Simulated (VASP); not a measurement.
Computed with LDA (Ceperley-Alder, Perdew-Zunger), VASP's LDA PAW potentials (set 64) (plane waves; VASP).

Input for VASP

### INCAR
```
! general
SYSTEM   =  RbAlF4
PREC     =  Accurate
ENCUT    =  400
LREAL    =  F
LASPH    =  T

! electronic loop
EDIFF    =  1E-6
NELM     =  100
ALGO     =  Normal
LMAXMIX  =  4

! smearing
ISMEAR   =  0
SIGMA    =  0.01

! ions
ISIF     =  2

! output
LWAVE    =  F
LCHARG   =  F
```

### KPOINTS
```
Automatic mesh
0
Gamma
9 9 6
0 0 0
```

POSCAR:
```
RbAlF4
1
    3.5683270000     0.0000000000     0.0000000000
    0.0000000000     3.5683270000     0.0000000000
    0.0000000000     0.0000000000     6.1386320000
Rb Al F
1 1 4
Direct
  0.0000000000   0.0000000000   0.0000000000
  0.5000000000   0.5000000000   0.5000000000
  0.5000000000   0.5000000000   0.7816300000
  0.5000000000   0.5000000000   0.2183700000
  0.5000000000   0.0000000000   0.5000000000
  0.0000000000   0.5000000000   0.5000000000
```

POTCAR, in this order: Rb_sv Al F (LDA.64 set). Program: vasp_std.

At this cut-off the stress carries a Pulay error, which pulls relaxed volumes low.

What does the run give for the energy per atom (σ→0), pressure, largest force?

| Item | Result |
|---|---|
| energy per atom (σ→0) | -5.874 eV/atom |
| pressure | -5.49 GPa |
| largest force | 0.742 eV/Å |

**OSZICAR**
```
...
DAV:   8    -0.352513384356E+02    0.48022E-01   -0.82845E-02  3600   0.252E+00    0.572E-01
DAV:   9    -0.352454998549E+02    0.58386E-02   -0.19030E-02  3768   0.110E+00    0.169E-01
DAV:  10    -0.352457166874E+02   -0.21683E-03   -0.24064E-03  3600   0.376E-01    0.860E-02
DAV:  11    -0.352457577262E+02   -0.41039E-04   -0.40420E-04  3768   0.195E-01    0.249E-02
DAV:  12    -0.352457497277E+02    0.79985E-05   -0.76670E-05  3216   0.763E-02    0.565E-03
DAV:  13    -0.352457502938E+02   -0.56607E-06   -0.10292E-05  3432   0.247E-02    0.456E-03
DAV:  14    -0.352457500493E+02    0.24447E-06   -0.15571E-06  1744   0.123E-02
   1 F= -.35245750E+02 E0= -.35245750E+02  d E =-.261622E-19
```

The structure comes from a computed database's RbAlF4 entry (P4/mmm); how it stands against other phases isn't given here. The cell was not relaxed at this level, and its volume differs by -5.9 % from the start's.
